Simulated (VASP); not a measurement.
Data:

```yaml
crystal:
  lattice:
    - [4.97356, 0.00000, 0.00000]
    - [0.00000, 4.97356, 0.00000]
    - [0.00000, 0.00000, 8.75748]
  atoms:
    - { symbol: Cs, position: [0.00000, 0.50000, 0.00000] }
    - { symbol: Cs, position: [0.50000, 0.00000, 0.50000] }
    - { symbol: Cl, position: [0.00000, 0.00000, 0.25000] }
    - { symbol: Cl, position: [0.00000, 0.00000, 0.75000] }
```

Method: PBE GGA, VASP's PBE PAW potentials (set 64) (plane waves; VASP 6.6.1). Settings: 300 eV cut-off, 5×5×3 Γ-centred mesh, Gaussian smearing of 0.14 eV, potentials Cs_sv Cl.

Unless said otherwise, spin-orbit coupling is left out, though it shifts the bands of the heavy elements here.

**Question.** Give the energies of bands 6 to 19 at the high-symmetry points, in eV from the valence-band maximum.

**Answer.** 
| band | Γ | X | M | Z | R | A |
|---|---|---|---|---|---|---|
| 6 | -6.35 | -6.32 | -6.47 | -6.34 | -6.32 | -6.49 |
| 7 | -6.22 | -6.29 | -6.38 | -6.15 | -6.30 | -6.27 |
| 8 | -6.14 | -6.20 | -6.27 | -6.15 | -6.27 | -6.27 |
| 9 | -6.14 | -6.13 | -6.27 | -6.13 | -6.13 | -6.17 |
| 10 | -6.04 | -6.11 | -5.96 | -6.13 | -6.00 | -6.17 |
| 11 | -0.89 | -0.63 | -0.67 | -0.49 | -0.65 | -0.57 |
| 12 | -0.49 | -0.46 | -0.67 | -0.49 | -0.63 | -0.57 |
| 13 | -0.49 | -0.45 | -0.38 | -0.47 | -0.50 | -0.26 |
| 14 | -0.11 | -0.21 | -0.15 | -0.47 | -0.20 | -0.26 |
| 15 | -0.11 | -0.20 | -0.15 | -0.12 | -0.08 | -0.20 |
| 16 | -0.01 | -0.15 | -0.03 | -0.12 | -0.03 | -0.20 |
| 17 | 3.77 | 5.11 | 5.28 | 4.36 | 5.03 | 5.76 |
| 18 | 4.97 | 6.24 | 5.87 | 4.36 | 6.39 | 5.76 |
| 19 | 6.32 | 6.35 | 5.87 | 6.42 | 6.82 | 5.92 |

The gap is indirect, 3.77 eV, from the valence maximum at (0.20, 0.20, 0.00) to the conduction minimum at Γ.

The structure was generated: CsCl was put into an ordered model structure, which need not be its known phase. The cell was not relaxed at this level.
